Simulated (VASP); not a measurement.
An input for Ansatz (written as the equivalent of a VASP run, and not itself run):

Ansatz 0.2 input:
```yaml
crystal:
  lattice:
    - [2.7974475, 0.0000000, 0.0000000]
    - [0.0000000, 2.7974475, 0.0000000]
    - [0.0000000, 0.0000000, 2.7974475]
  atoms:
    - { symbol: Cr, position: [0.0000000, 0.0000000, 0.0000000] }
    - { symbol: Cr, position: [0.5000000, 0.5000000, 0.5000000] }
kpoints:
  mp_grid: { grid: [13, 13, 13] }
hamiltonian:
  xc: pbesol
  pseudopotentials: { kind: paw }
scf:
  occupations: { method: methfessel_paxton, width: 0.1 }
  max_iter: 100
relax:
  max_steps: 40
  f_tol: 0.02
  cell: { p_target: 10 }
output: { forces: true, stress: true, eigenvalues: true }
```

**Question.** Write the VASP files for the same calculation (PBEsol).

**Answer.** Several could match; the one computed here: 
### POSCAR
```
Cr
1
    2.7974475108     0.0000000000     0.0000000000
    0.0000000000     2.7974475108     0.0000000000
    0.0000000000     0.0000000000     2.7974475108
Cr
2
Direct
  0.0000000000   0.0000000000   0.0000000000
  0.5000000000   0.5000000000   0.5000000000
```

### KPOINTS
```
K-points
0
gamma
 13 13 13
0 0 0
```

INCAR:
```
SYSTEM = Cr
PREC = Accurate
ENCUT = 500
EDIFF = 1E-6
NELM = 100
ALGO = Normal
LREAL = .FALSE.
LASPH = .TRUE.
ISMEAR = 1
SIGMA = 0.1
GGA = PS
LMAXMIX = 4
LWAVE = .FALSE.
LCHARG = .FALSE.
IBRION = 2
ISIF = 3
NSW = 40
EDIFFG = -0.02
PSTRESS = 100
```

POTCAR, in this order: Cr_pv (PBE.64 set). Program: vasp_std.

Limits of the translation: each code has its own PAW files, so the cut-off isn't converted (ENCUT is set for VASP's; basis.ecutwfc is left out, and Ansatz then takes the one that its files recommend); Ansatz stops its SCF on the density residual and VASP on the energy change (EDIFF).

The compound is Cr in the bcc, AFM order structure. This run relaxes it under an external pressure of 10 GPa. Symmetry was kept, so distortions that lower it aren't found.
